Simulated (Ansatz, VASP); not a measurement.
**Two plane-wave programs on ZrAl3B3N**

```
Zr Al B N
1.0
     4.41327    0.00000    0.00000
     0.00000    4.41327    0.00000
     0.00000    0.00000    7.45227
Zr Al B N
1 3 3 1
Direct
  0.00000 0.00000 0.00000
  0.50000 0.50000 0.76388
  0.50000 0.50000 0.23612
  0.00000 0.00000 0.50000
  0.00000 0.50000 0.00000
  0.50000 0.00000 0.00000
  0.50000 0.50000 0.50000
  0.50000 0.50000 0.00000
```

Alike in both runs: functional PBE; k mesh 3 × 3 × 2; occupations gaussian, width 0.15 eV; no spin polarisation.

Ansatz relaxed the structure, and its values are those at the end. VASP's run is a single point on that final structure, the one shown.

```csv
,VASP,Ansatz
version,VASP 6.6.1,Ansatz 0.2.0
potentials or method,"VASP PAW PBE potentials, release 64 (Zr_sv, Al, B, N)","scalar-relativistic, plane waves, PAW"
plane-wave cutoff (eV),520,420
valence electrons in the cell,35,35
```

```csv
,VASP,Ansatz,Ansatz less VASP
gap on the k mesh at the Fermi level (eV),none,none,-
pressure (GPa),0.0,0.0,+0.04
```

A gap of «none» marks a metal or a gap that the smearing closes. The functional is the same, so the differences come from potentials, cutoffs and numerics.

Caveats: the k mesh is coarse (spacing up to 0.47 Å⁻¹), so the values aren't converged.
